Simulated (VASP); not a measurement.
Calculation: PBE GGA, VASP's PBE PAW potentials (set 64) (plane waves; VASP).

VASP ran on this input.

**INCAR**
```
SYSTEM = Ga
PREC = Accurate; ENCUT = 400; LREAL = .FALSE.
LASPH = .TRUE.
EDIFF = 1E-7; NELM = 100; ALGO = Normal
LMAXMIX = 4
ISMEAR = -5
GGA = PE
ISIF = 2
LWAVE = .FALSE.; LCHARG = .TRUE.; LORBIT = 11
NEDOS = 601
LEFG = .TRUE.
```

File KPOINTS:
```
kpoints
0
gamma
 9 9 8
0 0 0
```

File POSCAR:
```
Ga
4.4810110
  0.5027443986  -0.8644351640   0.0000000000
  0.5027443986   0.8644351640   0.0000000000
  0.0000000000   0.0000000000   1.0303461399
Ga
4
Cart
  0.5027443986   0.5952468587   0.9460635648
  0.5027443986   0.2691883054   0.4308904949
  0.5027443986  -0.2691883054   0.5994556449
  0.5027443986  -0.5952468587   0.0842825750
```

POTCAR, in this order: Ga_d (PBE.64 set). Program: vasp_std.

Output of the run:

File OSZICAR:
```
       N       E                     dE             d eps       ncg     rms          rms(c)
DAV:   1     0.325509758825E+03    0.32551E+03   -0.22846E+04  7849   0.271E+03
DAV:   2     0.247129165761E+02   -0.30080E+03   -0.29644E+03  8086   0.508E+02
DAV:   3    -0.107453493615E+02   -0.35458E+02   -0.35244E+02  8814   0.141E+02
DAV:   4    -0.116817941484E+02   -0.93644E+00   -0.93498E+00  8728   0.273E+01
DAV:   5    -0.117023875391E+02   -0.20593E-01   -0.20617E-01  9384   0.402E+00    0.242E+00
DAV:   6    -0.116288130971E+02    0.73574E-01   -0.20227E-01  9316   0.626E+00    0.134E+00
DAV:   7    -0.116155820279E+02    0.13231E-01   -0.59104E-02 10531   0.272E+00    0.306E-01
DAV:   8    -0.116146687904E+02    0.91324E-03   -0.13920E-02  8576   0.138E+00    0.470E-02
DAV:   9    -0.116148109867E+02   -0.14220E-03   -0.10043E-03  8737   0.348E-01    0.253E-02
DAV:  10    -0.116148078934E+02    0.30933E-05   -0.22924E-04  9040   0.170E-01    0.541E-03
DAV:  11    -0.116148057295E+02    0.21639E-05   -0.36376E-05  8922   0.737E-02    0.394E-03
DAV:  12    -0.116148015369E+02    0.41925E-05   -0.71648E-06  9209   0.291E-02    0.455E-04
DAV:  13    -0.116148018450E+02   -0.30803E-06   -0.81164E-07  9948   0.729E-03    0.475E-04
DAV:  14    -0.116148009585E+02    0.88648E-06   -0.44280E-08  5100   0.170E-03    0.125E-04
DAV:  15    -0.116148010779E+02   -0.11937E-06   -0.90304E-09  4568   0.829E-04    0.608E-05
DAV:  16    -0.116148010817E+02   -0.38017E-08   -0.42484E-09  4428   0.624E-04
   1 F= -.11614801E+02 E0= -.11614801E+02  d E =0.000000E+00
```

OUTCAR:
```
------------------------ aborting loop because EDIFF is reached ----------------------------------------
  FORCE on cell =-STRESS in cart. coord.  units (eV):
  Direction    XX          YY          ZZ          XY          YZ          ZX
  --------------------------------------------------------------------------------------
  Total       -0.0218391      0.0687965     -0.0444646      0.0000000     -0.0000000      0.0000000
  in kB       -0.4342348      1.3679051     -0.8841049      0.0000000     -0.0000000      0.0000000
  external PRESSURE =       0.0165218 kB  Pullay stress =       0.0000000 kB
  volume of cell :       80.58
      direct lattice vectors                 reciprocal lattice vectors
     2.252803180 -3.873543479  0.000000000     0.221945709 -0.129080776  0.000000000
     2.252803180  3.873543479  0.000000000     0.221945709  0.129080776  0.000000000
     0.000000000  0.000000000  4.616992386     0.000000000  0.000000000  0.216591217
 POSITION                                       TOTAL-FORCE (eV/Angst)
 -----------------------------------------------------------------------------------
      2.25280      2.66731      4.23932         0.000000      0.005309     -0.005445
      2.25280      1.20624      1.93083         0.000000     -0.005309     -0.005445
      2.25280     -1.20624      2.68617         0.000000      0.005309      0.005445
      2.25280     -2.66731      0.37767         0.000000     -0.005309      0.005445
 -----------------------------------------------------------------------------------
    total drift:                                0.000000     -0.000000     -0.000000
  FREE ENERGIE OF THE ION-ELECTRON SYSTEM (eV)
  ---------------------------------------------------
  free  energy   TOTEN  =       -11.6148010817 eV

  energy  without entropy=      -11.6148010817  energy(sigma->0) =      -11.61480108

 total charge

# of ion       s       p       d       tot
------------------------------------------
    1        0.958   0.688   9.954  11.599
    2        0.958   0.688   9.954  11.599
    3        0.958   0.688   9.954  11.599
    4        0.958   0.688   9.954  11.599
--------------------------------------------------
tot          3.831   2.752  39.815  46.398
```
(Selected blocks of OUTCAR.)

### OUTCAR
```
 val. band max:        4.8927995320   @ k =  -0.2222   0.1111   0.2500

 cond. band min:       4.5864143803   @ k =   0.3333   0.3333   0.0000


 Fermi energy:         4.8461265394

 k-point     1 :       0.0000    0.0000    0.0000
  band No.  band energies     occupation
      1     -10.3239      2.00000
      2     -10.3103      2.00000
      3     -10.2745      2.00000
      4     -10.2636      2.00000
      5     -10.2592      2.00000
      6     -10.2279      2.00000
      7     -10.1731      2.00000
      8     -10.1265      2.00000
      9     -10.0923      2.00000
     10     -10.0790      2.00000
     11     -10.0777      2.00000
     12     -10.0723      2.00000
     13     -10.0536      2.00000
     14     -10.0287      2.00000
     15      -9.9997      2.00000
     16      -9.9508      2.00000
     17      -9.9060      2.00000
     18      -9.9030      2.00000
     19      -9.8699      2.00000
     20      -9.8037      2.00000
     21      -6.0502      2.00000
     22       0.4604      2.00000
     23       0.9971      2.00000
     24       3.1956      2.00000
     25       3.2313      2.00000
     26       4.0666      2.00000
     27       5.6485      0.00000
     28       5.8033      0.00000
     29       5.9945      0.00000
     30       9.7661      0.00000
     31       9.9860      0.00000

 k-point     2 :       0.1111    0.0000    0.0000
  band No.  band energies     occupation
      1     -10.3253      2.00000
      2     -10.3052      2.00000
      3     -10.2785      2.00000
      4     -10.2685      2.00000
      5     -10.2500      2.00000
      6     -10.2244      2.00000
      7     -10.1763      2.00000
      8     -10.1512      2.00000
      9     -10.0978      2.00000
     10     -10.0962      2.00000
     11     -10.0560      2.00000
     12     -10.0552      2.00000
     13     -10.0497      2.00000
     14     -10.0259      2.00000
     15      -9.9946      2.00000
     16      -9.9435      2.00000
     17      -9.9096      2.00000
...
```

For a metal the tetrahedron method with Blöchl corrections gives inexact stress and forces.

The compound is Ga in the alpha structure. It was relaxed first.
